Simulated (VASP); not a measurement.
NiAuF5: density of states with PBE

The system is NiAuF5.

```
Au F Ni
1.0
     5.48656    0.00000    0.00000
     0.03186    4.93443    0.00000
    -0.56015   -1.10728    3.45798
Au F Ni
1 5 1
Direct
  0.00000 0.00000 0.00000
  0.13890 0.27170 0.80310
  0.86110 0.72830 0.19690
  0.50000 0.50000 0.50000
  0.68600 0.14160 0.88710
  0.31400 0.85840 0.11290
  0.50000 0.50000 0.00000
```

The cell was built by a generator and needn't be a form met in nature.

```yaml
Program: VASP 6.6.1
Task: density of states
Functional: PBE
Potentials_or_basis: VASP PAW PBE potentials, release 64 (Au, F, Ni)
Cutoff: 520 eV
k_mesh: 4 × 4 × 5
Occupations: fermi-dirac, width 0.1 eV
Spin: no spin polarisation
Dipole_correction: no
k_mesh_for_the_DOS: 6 × 6 × 8
Charge: -2
Occupations_for_the_DOS: tetrahedron
Further_INCAR_settings: ALGO = Fast; EDIFF = 1e-06; NELECT = 58.0
```

- Valence electrons inside the program's atomic spheres: Au 10.11; F 6.14, 6.16; Ni 9.39

Levels at points of the mesh, in eV from the Fermi level:
```
           k point  band 27  band 28  band 29  band 30  band 31  band 32
(0.00, 0.00, 0.00)    -1.27    -0.88    -0.69     0.62     0.67     5.04
(0.50, 0.00, 0.00)    -1.06    -0.70    -0.30    -0.30     2.13     2.80
(0.00, 0.50, 0.00)    -1.12    -0.70    -0.36    -0.22     2.43     2.46
(0.50, 0.50, 0.00)    -1.22    -0.90    -0.51    -0.06     3.06     3.47
(0.00, 0.00, 0.50)    -0.73    -0.60     0.19     0.79     3.36     3.88
(0.50, 0.00, 0.50)    -0.64    -0.38    -0.32     0.49     3.60     4.04
(0.00, 0.50, 0.50)    -0.64    -0.35    -0.24     0.45     4.05     4.33
(0.50, 0.50, 0.50)    -0.77    -0.58    -0.33     1.08     4.27     4.61
```

States per cell in windows of 0.5 eV (zero at the Fermi level; states under -8 eV left out):
```csv
from (eV),total,Ni7_d,Au1_d,F2_p,F3_p,F4_p,F5_p
-8.0,3.27,0.08,0.28,0.54,0.54,0.33,0.34
-7.5,3.37,0.09,0.13,0.49,0.49,0.48,0.44
-7.0,5.25,0.10,0.14,0.73,0.73,1.28,0.58
-6.5,3.35,0.04,0.05,0.54,0.54,0.55,0.49
-6.0,0.00,0.00,0.00,0.00,0.00,0.00,0.00
-5.5,0.16,0.00,0.10,0.00,0.00,0.00,0.00
-5.0,1.85,0.01,1.24,0.07,0.07,0.01,0.03
-4.5,3.29,0.05,2.06,0.19,0.19,0.02,0.24
-4.0,2.89,0.05,1.72,0.25,0.25,0.02,0.17
-3.5,0.00,0.00,0.00,0.00,0.00,0.00,0.00
-3.0,0.00,0.00,0.00,0.00,0.00,0.00,0.00
-2.5,0.00,0.00,0.00,0.00,0.00,0.00,0.00
-2.0,0.21,0.18,0.01,0.00,0.00,0.00,0.00
-1.5,4.27,3.65,0.19,0.03,0.03,0.06,0.04
-1.0,3.77,2.78,0.40,0.06,0.06,0.12,0.06
-0.5,1.67,1.15,0.18,0.05,0.05,0.02,0.04
0.0,1.33,0.64,0.30,0.06,0.06,0.03,0.05
0.5,0.75,0.37,0.14,0.03,0.03,0.03,0.04
1.0,0.16,0.01,0.02,0.00,0.00,0.00,0.00
1.5,0.24,0.01,0.02,0.01,0.01,0.01,0.01
2.0,0.41,0.02,0.04,0.01,0.01,0.01,0.02
2.5,0.47,0.02,0.03,0.02,0.02,0.01,0.02
3.0,0.58,0.01,0.03,0.03,0.03,0.01,0.02
3.5,0.67,0.01,0.03,0.03,0.03,0.01,0.02
4.0,0.79,0.01,0.03,0.04,0.04,0.01,0.02
4.5,0.94,0.01,0.03,0.04,0.04,0.01,0.03
5.0,0.70,0.01,0.02,0.03,0.03,0.01,0.02
5.5,0.89,0.01,0.02,0.03,0.03,0.03,0.03
6.0,0.60,0.01,0.01,0.02,0.02,0.02,0.02
6.5,0.96,0.01,0.01,0.03,0.03,0.03,0.03
7.0,0.43,0.00,0.01,0.01,0.01,0.01,0.01
7.5,0.12,0.00,0.00,0.00,0.00,0.00,0.00
```

Run time: 7.1 min on 1 thread of Intel(R) Xeon(R) Platinum 8488C (Sapphire Rapids) (shared host), peak memory 0.51 GiB.

Caveat: the k mesh is coarse (spacing up to 0.36 Å⁻¹), so the values aren't converged; the cell carries a net charge on a neutralising background, which shifts energy and pressure; the cell is charged against a uniform background, so pressure and absolute levels hang on convention; the run has no spin polarisation, though such a crystal can be magnetic; semilocal functionals often make such compounds metallic where correlation or magnetic order opens a gap, which also shifts bond lengths. The run has no spin-orbit coupling, so splittings on Au are missing.
